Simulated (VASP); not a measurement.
Output of a VASP run:

File OSZICAR:
```
       N       E                     dE             d eps       ncg     rms          rms(c)
DAV:   1    -0.246412984150E+02   -0.24641E+02   -0.39269E+03  1672   0.758E+02
DAV:   2    -0.316202091777E+02   -0.69789E+01   -0.68517E+01  1968   0.742E+01
DAV:   3    -0.317591313635E+02   -0.13892E+00   -0.13757E+00  2648   0.852E+00
DAV:   4    -0.317599687076E+02   -0.83734E-03   -0.83084E-03  2104   0.437E-01
DAV:   5    -0.317599751075E+02   -0.63999E-05   -0.63040E-05  2480   0.215E-02    0.184E+01
DAV:   6    -0.302806413446E+02    0.14793E+01   -0.41844E-01  1664   0.619E+00    0.992E+00
DAV:   7    -0.305377624998E+02   -0.25712E+00   -0.22964E-01  1664   0.556E+00    0.202E+00
DAV:   8    -0.303183561700E+02    0.21941E+00   -0.18106E-01  1664   0.465E+00    0.728E-01
DAV:   9    -0.304870946286E+02   -0.16874E+00   -0.64822E-02  1728   0.230E+00    0.572E-01
DAV:  10    -0.304871757017E+02   -0.81073E-04   -0.68253E-04  2736   0.251E-01    0.596E-01
DAV:  11    -0.304879585531E+02   -0.78285E-03   -0.19866E-05  2008   0.451E-02    0.595E-01
DAV:  12    -0.304869813713E+02    0.97718E-03   -0.36210E-05  1792   0.670E-02    0.650E-01
DAV:  13    -0.304896668454E+02   -0.26855E-02   -0.19643E-03  2376   0.412E-01    0.529E-01
DAV:  14    -0.304961733230E+02   -0.65065E-02   -0.93646E-04  1728   0.324E-01    0.353E-01
DAV:  15    -0.304903024520E+02    0.58709E-02   -0.77201E-04  1728   0.269E-01    0.543E-01
DAV:  16    -0.304898288247E+02    0.47363E-03   -0.37724E-04  1752   0.229E-01    0.549E-01
DAV:  17    -0.304898069462E+02    0.21879E-04   -0.85911E-06  2568   0.322E-02    0.537E-01
DAV:  18    -0.304893561365E+02    0.45081E-03   -0.56386E-04  2104   0.205E-01    0.459E-01
DAV:  19    -0.304891846086E+02    0.17153E-03   -0.25254E-04  2024   0.138E-01    0.238E-01
DAV:  20    -0.304891439254E+02    0.40683E-04   -0.58837E-05  2256   0.642E-02    0.105E-01
DAV:  21    -0.304891392093E+02    0.47161E-05   -0.87102E-06  2064   0.267E-02    0.477E-02
DAV:  22    -0.304891376394E+02    0.15699E-05   -0.54287E-06  2064   0.191E-02    0.181E-02
DAV:  23    -0.304891389396E+02   -0.13003E-05   -0.78214E-07  1976   0.110E-02    0.311E-03
DAV:  24    -0.304891384070E+02    0.53259E-06   -0.12366E-07  1408   0.421E-03    0.276E-03
DAV:  25    -0.304891385815E+02   -0.17450E-06   -0.37695E-08   896   0.221E-03    0.127E-03
DAV:  26    -0.304891384658E+02    0.11573E-06   -0.49645E-08   856   0.183E-03    0.968E-04
DAV:  27    -0.304891384601E+02    0.56896E-08   -0.95694E-09   832   0.107E-03
   1 F= -.30489138E+02 E0= -.30489138E+02  d E =0.000000E+00
       N       E                     dE             ncg
```

OUTCAR:
```
------------------------ aborting loop because EDIFF is reached ----------------------------------------
  FORCE on cell =-STRESS in cart. coord.  units (eV):
  Direction    XX          YY          ZZ          XY          YZ          ZX
  --------------------------------------------------------------------------------------
  Total        0.0240907      0.0240907      0.0240907      0.0000000      0.0000000      0.0000000
  in kB        1.1673029      1.1673029      1.1673029      0.0000000      0.0000000      0.0000000
  external PRESSURE =       1.1673029 kB  Pullay stress =       0.0000000 kB
  volume of cell :       33.07
      direct lattice vectors                 reciprocal lattice vectors
    -2.021958312  2.021958312  2.021958312     0.000000000  0.247285019  0.247285019
     2.021958312 -2.021958312  2.021958312     0.247285019  0.000000000  0.247285019
     2.021958312  2.021958312 -2.021958312     0.247285019  0.247285019  0.000000000
 POSITION                                       TOTAL-FORCE (eV/Angst)
 -----------------------------------------------------------------------------------
      0.00000      0.00000      0.00000         0.000000      0.000000     -0.000000
 -----------------------------------------------------------------------------------
    total drift:                               -0.000000      0.000000      0.000000
  FREE ENERGIE OF THE ION-ELECTRON SYSTEM (eV)
  ---------------------------------------------------
  free  energy   TOTEN  =       -30.4891384601 eV

  energy  without entropy=      -30.4891384601  energy(sigma->0) =      -30.48913846

 total charge

# of ion       s       p       d       tot
------------------------------------------
    1        0.406   6.263   1.092   7.761
```
(Selected blocks of OUTCAR.)

**POSCAR**
```
Gd
1
   -2.0219583120     2.0219583120     2.0219583120
    2.0219583120    -2.0219583120     2.0219583120
    2.0219583120     2.0219583120    -2.0219583120
Gd
1
Direct
  1.0000000000   0.0000000000   0.0000000000
```

### Question
Reconstruct the remaining input files.

### Answer
Several could match; the one computed here: the input of the run itself, r2SCAN meta-GGA, plane waves, VASP's PBE PAW potentials (set 64).

**KPOINTS_OPT**
```
k-points along high-symmetry lines
10
Line-mode
Reciprocal
  0.000000   0.000000   0.000000 ! GAMMA
  0.500000  -0.500000   0.500000 ! H

  0.500000  -0.500000   0.500000 ! H
  0.000000   0.000000   0.500000 ! N

  0.000000   0.000000   0.500000 ! N
  0.000000   0.000000   0.000000 ! GAMMA

  0.000000   0.000000   0.000000 ! GAMMA
  0.250000   0.250000   0.250000 ! P

  0.250000   0.250000   0.250000 ! P
  0.500000  -0.500000   0.500000 ! H

  0.250000   0.250000   0.250000 ! P
  0.000000   0.000000   0.500000 ! N
```

KPOINTS:
```
Automatic mesh
0
Gamma
14 14 14
0 0 0
```

### INCAR
```
SYSTEM = Gd
PREC = Accurate
ENCUT = 400
EDIFF = 1E-7
NELM = 100
ALGO = Normal
LREAL = .FALSE.
LASPH = .TRUE.
ISMEAR = -5
METAGGA = R2SCAN
LMIXTAU = .TRUE.
LMAXMIX = 6
LWAVE = .FALSE.
LCHARG = .FALSE.
LORBIT = 11
NEDOS = 601
ISIF = 2
```

POTCAR, in this order: Gd_3 (PBE.64 set). Program: vasp_std.

The 4f electrons are frozen in the core of the lanthanide potential, so 4f levels, which can set the real gap, and their magnetism are missing. For a metal the tetrahedron method with Blöchl corrections gives inexact stress and forces.

The structure was generated: Gd was put into the bcc type (Im-3m), which need not be its known phase. It was relaxed first.
